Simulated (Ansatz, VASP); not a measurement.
**BN in two plane-wave programs**

One calculation is typed for both programs; each brings its own data sets. How far apart do they land? The cell is taken from a series of runs on this material, whose earlier steps may have relaxed, scaled, displaced or heated it; both programs get it as it stands.

Calculated with Ansatz 0.2.0; plane waves, with VASP 6.6.1 beside it; single point at LDA.

### Step 1. The structure

Symmetry: F-43m, No. 216, cubic system. Conventional cell: a = 3.507 Å, b = 3.507 Å, c = 3.507 Å, α = 90.00°, β = 90.00°, γ = 90.00°. Nearest to B lie 4 N at 1.52 Å. Nearest to N lie 4 B at 1.52 Å. Farther neighbours and most contacts between anions are not listed.

### Step 2. Ansatz: single point, LDA, pair 1

Ansatz runs on its PAW soft_1 files.

A single point gives forces, pressure and levels at one fixed geometry, so differences don't come from the geometry; what else differs is listed under the comparison.

The input, input.yaml:

```yaml
crystal:
  lattice:
    - [0.0, 1.7533859732, 1.7533859732]
    - [1.7533859732, 0.0, 1.7533859732]
    - [1.7533859732, 1.7533859732, 0.0]
  atoms:
    - { symbol: B, position: [0.0, 0.0, 0.0] }
    - { symbol: "N", position: [0.25, 0.25, 0.25] }
kpoints:
  mp_grid: { grid: [12, 12, 12] }
hamiltonian:
  xc: lda
  pseudopotentials: { kind: paw, azcp: { folder: soft_1 }, xc_functional: pbe }
scf:
  occupations: { method: fixed }
output:
  forces: true
  stress: true
  eigenvalues: true
```

Command:

```sh
ansatz run input.yaml --threads 4 --pin off --max-ram 10240MiB --backend cpu --events-out ev --progress --plain --runs-dir out
```

Numbers of over 12 decimals in the logs are rounded to 6 here.

The program printed:

```text
Engine: ansatz 0.2.0, aarch64-unknown-linux-gnu
Pseudopotentials: kind: paw
Pseudopotential: B, paw, valence charge 3, recommended cutoff 420 eV (normal), soft_1/B.paw.azcp
Pseudopotential: N, paw, valence charge 5, recommended cutoff 420 eV (normal), soft_1/N.paw.azcp
Functional definition: SPW92
  exchange = slater_x
  correlation = pw_c
Crystal: 2 atoms, lattice volume = 10.781 Å³
Basis set: ecut = 420 eV, 181 PW (Γ)
Bands: 8, of which v1, the nominal top of the filled ones, is band 4 counted from 1 (3 counted from 0)
Symmetry: 24 space group operations
Space group: F-43m (ITA 216), of the structure as read, at distance tolerance 2.2e-5 Å
k-points: 72 of 1728 (time reversal used)
Non-local potential: B, projectors of the file, l = 0: 2, l = 1: 2, l = 2: 1
Non-local potential: N, projectors of the file, l = 0: 2, l = 1: 2, l = 2: 1
PAW form: soft (Blöchl's): semilocal exchange-correlation on the pseudo side does not see the compensation charge
PAW frozen core: B, regenerated for the run's functional, and the local potential with it (the file was generated under x = pbe(κ = 0.804, μ = 0.219515), c = pbe(β = 0.066725))
PAW frozen core: N, regenerated for the run's functional, and the local potential with it (the file was generated under x = pbe(κ = 0.804, μ = 0.219515), c = pbe(β = 0.066725))
PAW one-centre angular grid: B, 110 points (default); XC on 64 Gauss nodes
PAW one-centre angular grid: N, 110 points (default); XC on 64 Gauss nodes
Initial density: superposition of atomic densities (chi_scale 0.1, normalization cell, long waves kept (reshape's long-wave potential 0.00 eV rms))
Initial wavefunctions: pseudopotential atomic-orbital guess
Functional: x = slater, c = lda
SCF iter   1: F=—  HF=-527.305178 eV  |F-HF|=—  |Δ(HF+E_count)|=         —  Δρ=1.65e-1  dr2=2.27e0  ethr=3.10e-3  ⟨swp⟩=3.9  Hψ=3286  notcnv=0  defer=108
preconditioner: auto → none  [insulator: Δε(μ)=6.060 eV  Ē_g=21.603 eV  n_scr=0 (ndim 8)  ℏωp=32.0 eV  f_vac=0.000  ε∞_Penn≈3.2]
SCF iter   2: F=—  HF=-526.502287 eV  |F-HF|=—  |Δ(HF+E_count)|=   8.03e-1  Δρ=6.72e-2  dr2=2.68e-1  ethr=3.10e-3  ⟨swp⟩=2.1  Hψ=1687  notcnv=0  defer=22
SCF iter   3: F=—  HF=-526.423881 eV  |F-HF|=—  |Δ(HF+E_count)|=   7.84e-2  Δρ=2.24e-2  dr2=3.21e-2  ethr=3.10e-3  ⟨swp⟩=3.0  Hψ=1012  notcnv=0  defer=119
SCF iter   4: F=—  HF=-526.414304 eV  |F-HF|=—  |Δ(HF+E_count)|=   9.58e-3  Δρ=2.91e-3  dr2=2.93e-4  ethr=4.01e-4  ⟨swp⟩=3.1  Hψ=1024  notcnv=0  defer=136
SCF iter   5: F=—  HF=-526.414296 eV  |F-HF|=—  |Δ(HF+E_count)|=   8.36e-6  Δρ=1.46e-4  dr2=9.30e-7  ethr=3.66e-6  ⟨swp⟩=2.9  Hψ=887  notcnv=0  defer=138
SCF iter   6: F=—  HF=-526.414298 eV  |F-HF|=—  |Δ(HF+E_count)|=   1.51e-6  Δρ=1.47e-5  dr2=5.34e-9  ethr=1.25e-9  ⟨swp⟩=5.7  Hψ=2989  notcnv=0
SCF iter   7: F=-526.414298 eV  HF=-526.414298 eV  |F-HF|=1.39e-11  |Δ(HF+E_count)|=  5.43e-10  Δρ=1.06e-6  dr2=4.58e-11  ethr=6.67e-11  ⟨swp⟩=2.0  Hψ=1729  notcnv=0
SCF 1 converged in 7 iterations: F = -526.414298 eV  dr2 = 4.58e-11
  greatest PAW one-centre occupation: 0.791 electrons in one spin orbital (limit 2), on the N atom at site 1 (counted from 0), in its partial waves of l = 0
SCF converged after 7 iterations
Free energy (F): -526.414298 eV
Harris-Foulkes:  -526.414298 eV  (|F-HF|=1.39e-11)
Internal energy: -526.414298 eV  (E = F + TS)
E sigma→0 (E₀):  -526.414298 eV
Fermi energy:    12.433212 eV
--- Per-component energies (eV) ---
  E_band       = 33.059831
  E_kinetic    = 188.807676
  E_local      = -150.711164  (includes V_loc(G=0)·N_el)
  E_nonlocal   = 44.526753
  E_hartree    = 46.207489
  E_xc         = -93.745114
  E_vxc        = -116.430912  (∫ρ·V_xc dr)
  E_paw        = -192.181410  (= ΣΔE_a)
  E_vpaw       = -25.548384  (= ΣTr[D̂ρ^β])
  E_aug_tail   = 0.000921  (compensation charges beyond the density's cutoff)
  E_ewald      = -369.445327
  E_core_change = 0.125878  (= ΣΔE_core)
  E_smearing   = -0.000000  (= −TS)
  E_closure    = 0.000000  (closes the sum)
  Σ components = -526.414298   (vs F -526.414298, Δ=0.00e0)
--- Forces (eV/Å), atoms counted from 1 ---
  atom   1  B      0.00000000     0.00000000    -0.00000000
  atom   2  N     -0.00000000    -0.00000000     0.00000000
  max |Σ_I F_I| component: 3.42e-16 eV/Å
--- Stress (GPa, compression-positive) ---
       27.792473       0.000000      -0.000000
       -0.000000      27.792473       0.000000
       -0.000000       0.000000      27.792473
  P = ⅓ Tr σ = 27.7925 GPa (277.925 kbar)
--- Band table (eV; the first three rows and the last of 72) ---
  k-point 0: bands = ["-8.7133", "12.4332", "12.4332", "12.4332", "21.5548", "21.5548", "21.5548", "24.3591"]
  k-point 1: bands = ["-8.5311", "11.4681", "12.2313", "12.2313", "21.8577", "21.8577", "21.8947", "24.8430"]
  k-point 2: bands = ["-7.9900", "9.2397", "11.7438", "11.7438", "22.4743", "22.5536", "22.5536", "26.0021"]
  k-point 71: bands = ["-2.0719", "4.5262", "4.6948", "5.2040", "22.2720", "26.7731", "27.2371", "28.5534"]
```

The column dr2 measures how far the density is from self-consistency, as an energy; F and HF (Harris–Foulkes) agree once it is small.

The run ends at a pressure of 27.79 GPa.

### Step 3. VASP: single point, LDA, pair 1

The same cell, functional (in two slightly different forms) and mesh now go to VASP, with its own data sets.

Lines of VASP's logs that name or quote its potential files are left out, and so is its time.

The input, INCAR:

```
SYSTEM = BN
PREC = Accurate
ENCUT = 600
EDIFF = 1E-06
NELM = 120
ISMEAR = 0
SIGMA = 0.01
LREAL = .FALSE.
ALGO = Normal
GGA = CA
NBANDS = 10
LORBIT = 11
LWAVE = .FALSE.
LCHARG = .FALSE.
ISIF = 2
LASPH = .TRUE.
GGA_COMPAT = .FALSE.
EFERMI = MIDGAP
```

The input, POSCAR:

```
BN
1.0
    0.0000000000      1.7533859732      1.7533859732
    1.7533859732      0.0000000000      1.7533859732
    1.7533859732      1.7533859732      0.0000000000
B N
1 1
Direct
    0.0000000000      0.0000000000      0.0000000000
    0.2500000000      0.2500000000      0.2500000000
```

The input, KPOINTS:

```
Automatic mesh
0
Gamma
12 12 12
0 0 0
```

The projector-augmented-wave data sets are B and N (LDA family, release 64).

Command:

```sh
mpirun -np 1 vasp_std
```

The program printed:

```text
[banner, memory and clock lines left out]
running    1 mpi-ranks, on    1 nodes
 distrk:  each k-point on    1 cores,    1 groups
 distr:  one band on    1 cores,    1 groups

 POSCAR found type information on POSCAR B N
 POSCAR found :  2 types and       2 ions
 LDA part: xc-table for (Slater(with rela. corr.)+CA(PZ))
 , standard interpolation
 POSCAR, INCAR and KPOINTS ok, starting setup
 FFT: planning ... GRIDC
 FFT: planning ... GRID_SOFT
 FFT: planning ... GRID
 WAVECAR not read
 entering main loop
       N       E                     dE             d eps       ncg     rms          rms(c)
DAV:   1     0.107212207458E+02    0.10721E+02   -0.56232E+03  1480   0.895E+02
DAV:   2    -0.201789428200E+02   -0.30900E+02   -0.29869E+02  1708   0.172E+02
DAV:   3    -0.206640787685E+02   -0.48514E+00   -0.48409E+00  1716   0.185E+01
DAV:   4    -0.206645584042E+02   -0.47964E-03   -0.47963E-03  1592   0.690E-01
DAV:   5    -0.206645587938E+02   -0.38965E-06   -0.38962E-06  1638   0.200E-02    0.701E+00
DAV:   6    -0.195317398333E+02    0.11328E+01   -0.32744E+00  1468   0.116E+01    0.337E+00
DAV:   7    -0.193864817087E+02    0.14526E+00   -0.13515E-01  1594   0.310E+00    0.186E+00
DAV:   8    -0.193525552118E+02    0.33926E-01   -0.53621E-02  1620   0.168E+00    0.218E-01
DAV:   9    -0.193524110793E+02    0.14413E-03   -0.80439E-04  1558   0.284E-01    0.854E-02
DAV:  10    -0.193523964204E+02    0.14659E-04   -0.37780E-05  1628   0.634E-02    0.141E-02
DAV:  11    -0.193523968374E+02   -0.41693E-06   -0.13915E-06  1116   0.893E-03
   1 F= -.19352397E+02 E0= -.19352397E+02  d E =0.000000E+00
```

OUTCAR, selected parts (step 3):

```text
ion  position               nearest neighbor table
   1  0.000  0.000  0.000-   2 1.52   2 1.52   2 1.52   2 1.52
   2  0.250  0.250  0.250-   1 1.52   1 1.52   1 1.52   1 1.52

  LATTYP: Found a face centered cubic cell.
 ALAT       =     3.5067719464

 Subroutine GETGRP returns: Found 24 space group operations
 (whereof 24 operations were pure point group operations)

The static configuration has the point symmetry T_d .

 Found     72 irreducible k-points:

   k-points           NKPTS =     72   k-points in BZ     NKDIM =     72   number of bands    NBANDS=     10

   dimension x,y,z NGX =    20 NGY =   20 NGZ =   20
   dimension x,y,z NGXF=    40 NGYF=   40 NGZF=   40

   ENCUT  =  600.0 eV  44.10 Ry    6.64 a.u.   4.95  4.95  4.95*2*pi/ulx,y,z

   NELECT =       8.0000    total number of electrons

 k-points in reciprocal lattice and weights: Automatic mesh
   0.00000000  0.00000000  0.00000000       0.001
   0.08333333  0.00000000  0.00000000       0.005
   0.16666667  0.00000000  0.00000000       0.005
   0.25000000  0.00000000  0.00000000       0.005
   0.33333333  0.00000000  0.00000000       0.005
   0.41666667  0.00000000  0.00000000       0.005
   0.50000000  0.00000000  0.00000000       0.002
   0.08333333  0.08333333  0.00000000       0.003
   0.16666667  0.08333333  0.00000000       0.014
[...]
-0.33333333  0.50000000  0.16666667       0.007
  -0.25000000  0.50000000  0.25000000       0.003

 average (electrostatic) potential at core
       1 -28.2947       2 -59.0308

 E-fermi :  10.7961

 k-point     1 :       0.0000    0.0000    0.0000
  band No.  band energies     occupation
      1     -12.5670      2.00000
      2       8.5727      2.00000
      3       8.5727      2.00000
      4       8.5727      2.00000
      5      17.6868      0.00000
      6      17.6868      0.00000
      7      17.6868      0.00000
      8      20.5326      0.00000
      9      34.8223      0.00000
    ...

 k-point     2 :       0.0833    0.0000    0.0000
  band No.  band energies     occupation
      1     -12.3851      2.00000
      2       7.6079      2.00000
      3       8.3710      2.00000
      4       8.3710      2.00000
      5      17.9906      0.00000
      6      17.9906      0.00000
      7      18.0305      0.00000
      8      21.0126      0.00000
      9      34.3070      0.00000
    ...

 k-point     3 :       0.1667    0.0000    0.0000
  band No.  band energies     occupation
      1     -11.8449      2.00000
      2       5.3788      2.00000
      3       7.8840      2.00000
      4       7.8840      2.00000
      5      18.6167      0.00000
      6      18.6879      0.00000
      7      18.6879      0.00000
      8      22.1632      0.00000
      9      33.3347      0.00000
    ...

  Total        1.9602534      1.9602534      1.9602534      0.0000000      0.0000000      0.0000000
  in kB      291.3132335    291.3132335    291.3132335      0.0000000      0.0000000      0.0000000
  external PRESSURE =     291.3132335 kB  Pullay stress =       0.0000000 kB

  energy-cutoff  :      600.00
  volume of cell :       10.78
      direct lattice vectors                 reciprocal lattice vectors
     0.000000000  1.753385973  1.753385973    -0.285162541  0.285162541  0.285162541
     1.753385973  0.000000000  1.753385973     0.285162541 -0.285162541  0.285162541
     1.753385973  1.753385973  0.000000000     0.285162541  0.285162541 -0.285162541

 POSITION                                       TOTAL-FORCE (eV/Angst)
 -----------------------------------------------------------------------------------
      0.00000      0.00000      0.00000        -0.000000      0.000000      0.000000
      0.87669      0.87669      0.87669         0.000000     -0.000000     -0.000000
 -----------------------------------------------------------------------------------
    total drift:                               -0.000000     -0.000000     -0.000000

  FREE ENERGIE OF THE ION-ELECTRON SYSTEM (eV)
  ---------------------------------------------------
  free  energy   TOTEN  =       -19.3523968374 eV

  energy  without entropy=      -19.3523968374  energy(sigma->0) =      -19.35239684

 total charge
# of ion       s       p       d       tot
------------------------------------------
    1        0.707   1.505   0.000   2.213
    2        1.208   2.822   0.000   4.030
--------------------------------------------------
tot          1.916   4.327   0.000   6.243

[... 3 further parts left out ...]
```

The run ends at a pressure of 29.13 GPa.

### Step 4. Side by side

Known differences besides the potentials themselves: the two LDA forms differ slightly; fixed occupations in Ansatz, narrow Gaussian smearing in VASP; the cutoff is 420 eV in Ansatz and 600 eV in VASP; VASP's log shows a relativistic correction to its local exchange, Ansatz's none. Total energies have different zeros and are not compared.

The two programs side by side:

| quantity | Ansatz | VASP | difference |
| --- | --- | --- | --- |
| pressure (GPa) | 27.79 | 29.13 | -1.34 |
| gap on the k mesh (eV) | 4.460 | 4.447 | +0.013 |

A gap on the mesh is an upper bound, since the band edges may lie between its points.

### Step 5. Ansatz: single point, LDA, pair 2

A single point gives forces, pressure and levels at one fixed geometry, so differences don't come from the geometry; what else differs is listed under the comparison. The cell compared in this pair holds 10.55 Å³, against 10.78 Å³ for the pair before.

The cell is taken from a series of runs on this material, whose earlier steps may have relaxed, scaled, displaced or heated it; both programs get it as it stands.

input.yaml, the sections that differ from step 2:

```yaml
crystal:
  lattice:
    - [0.0, 1.7408613601, 1.7408613601]
    - [1.7408613601, 0.0, 1.7408613601]
    - [1.7408613601, 1.7408613601, 0.0]
  atoms:
    - { symbol: B, position: [0.0, 0.0, 0.0] }
    - { symbol: "N", position: [0.25, 0.25, 0.25] }
# kpoints, hamiltonian, scf, output: as in step 2
```

Command:

```sh
ansatz run input.yaml --threads 4 --pin off --max-ram 10240MiB --backend cpu --events-out ev --progress --plain --runs-dir out
```

The program printed:

```text
[...]
Crystal: 2 atoms, lattice volume = 10.552 Å³
Basis set: ecut = 420 eV, 181 PW (Γ)
Bands: 8, of which v1, the nominal top of the filled ones, is band 4 counted from 1 (3 counted from 0)
Symmetry: 24 space group operations
[...]
k-points: 72 of 1728 (time reversal used)
[...]
Free energy (F): -526.366624 eV
[...]
Internal energy: -526.366624 eV  (E = F + TS)
E sigma→0 (E₀):  -526.366624 eV
Fermi energy:    12.808188 eV
[...]
--- Stress (GPa, compression-positive) ---
       38.940875      -0.000000      -0.000000
        0.000000      38.940875       0.000000
       -0.000000       0.000000      38.940875
  P = ⅓ Tr σ = 38.9409 GPa (389.409 kbar)
--- Band table (eV; the first three rows and the last of 72) ---
[...]
[key lines of the parts left out:]
SCF converged after 7 iterations
```

The run ends at a pressure of 38.94 GPa.

### Step 6. VASP: single point, LDA, pair 2

The same cell, functional (in two slightly different forms) and mesh now go to VASP, with its own data sets.

INCAR is that of step 3.

The input, POSCAR:

```
BN
1.0
    0.0000000000      1.7408613601      1.7408613601
    1.7408613601      0.0000000000      1.7408613601
    1.7408613601      1.7408613601      0.0000000000
B N
1 1
Direct
    0.0000000000      0.0000000000      0.0000000000
    0.2500000000      0.2500000000      0.2500000000
```

KPOINTS is that of step 3.

Command:

```sh
mpirun -np 1 vasp_std
```

The program printed:

```text
[... set-up lines as in an earlier step ...]
 entering main loop
       N       E                     dE             d eps       ncg     rms          rms(c)
DAV:   1     0.994102398806E+01    0.99410E+01   -0.56243E+03  1536   0.900E+02
DAV:   2    -0.202362561583E+02   -0.30177E+02   -0.29567E+02  1702   0.170E+02
DAV:   3    -0.206612421091E+02   -0.42499E+00   -0.42419E+00  1686   0.175E+01
DAV:   4    -0.206617491065E+02   -0.50700E-03   -0.50699E-03  1558   0.697E-01
[...]
DAV:   9    -0.193020320137E+02    0.14235E-03   -0.78586E-04  1554   0.285E-01    0.866E-02
DAV:  10    -0.193020176798E+02    0.14334E-04   -0.35875E-05  1638   0.621E-02    0.142E-02
DAV:  11    -0.193020180795E+02   -0.39967E-06   -0.12978E-06  1074   0.873E-03
   1 F= -.19302018E+02 E0= -.19302018E+02  d E =0.000000E+00
```

(Part 1 of 2 ends here.)

[Lines on the potential files, build, host, timing and source positions are cut from VASP's logs without a mark.]

[Logs are printed without paths, hosts, clocks, repeated set-up lines and the standing remarks that a program may print on its own settings, such as how far it seeks lower states.]

[Hosts, paths, dates, database ids (printed as entryN), source tags and the programs' standing remarks are cut or masked in the printed files.]
